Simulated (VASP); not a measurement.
All values below come from PBEsol GGA, VASP's PBE PAW potentials (set 64) (plane waves; VASP).

Input for VASP

### INCAR
```
# general
SYSTEM  = YP
PREC    = Accurate
ENCUT   = 400
LREAL   = .False.
LASPH   = .True.

# electronic loop
EDIFF   = 1E-6
NELM    = 100
ALGO    = Normal
LMAXMIX = 4

# smearing
ISMEAR  = 1
SIGMA   = 0.1

# functional
GGA     = PS

# ions
IBRION  = 2
NSW     = 60
ISIF    = 3
EDIFFG  = -0.01

# output
LWAVE   = .False.
LCHARG  = .False.
```

POSCAR:
```
YP
1.0
  3.4295999717   0.0000000000   0.0000000000
  0.0000000000   3.4295999717   0.0000000000
  0.0000000000   0.0000000000   3.4295999717
Y P
1 1
Direct
  0.0000000000   0.0000000000   0.0000000000
  0.5000000000   0.5000000000   0.5000000000
```

**KPOINTS**
```
Automatic mesh
0
Gamma
10 10 10
0 0 0
```

POTCAR, in this order: Y_sv P (PBE.64 set). Program: vasp_std.

**Question.** Estimate the energy per atom (σ→0), volume per atom, band gap (on the k-mesh).

**Answer.** 
```yaml
energy per atom (σ→0): -7.437 eV/atom
band gap (on the k-mesh): none (metal, semimetal or under 0.01 eV)
volume_per_atom: 20.15 Å^3/atom
```

File OSZICAR:
```
...
       N       E                     dE             d eps       ncg     rms          rms(c)
DAV:   1    -0.148743409803E+02   -0.18854E-03   -0.34351E-03  1800   0.445E-01    0.105E-01
DAV:   2    -0.148742009161E+02    0.14006E-03   -0.27592E-04  1692   0.151E-01    0.534E-02
DAV:   3    -0.148741686645E+02    0.32252E-04   -0.25057E-04  1944   0.903E-02    0.445E-02
DAV:   4    -0.148741738381E+02   -0.51736E-05   -0.10745E-05  1628   0.297E-02    0.164E-02
DAV:   5    -0.148741751758E+02   -0.13376E-05   -0.10041E-05  2120   0.149E-02    0.529E-03
DAV:   6    -0.148741752120E+02   -0.36228E-07   -0.18848E-07   964   0.382E-03
   3 F= -.14874175E+02 E0= -.14873854E+02  d E =-.657171E-05
```

The structure was generated: YP was put into the CsCl type type (Pm-3m), which need not be its known phase. This run relaxes it. Symmetry was kept, so distortions that lower it aren't found. The start is the result of an earlier pass.
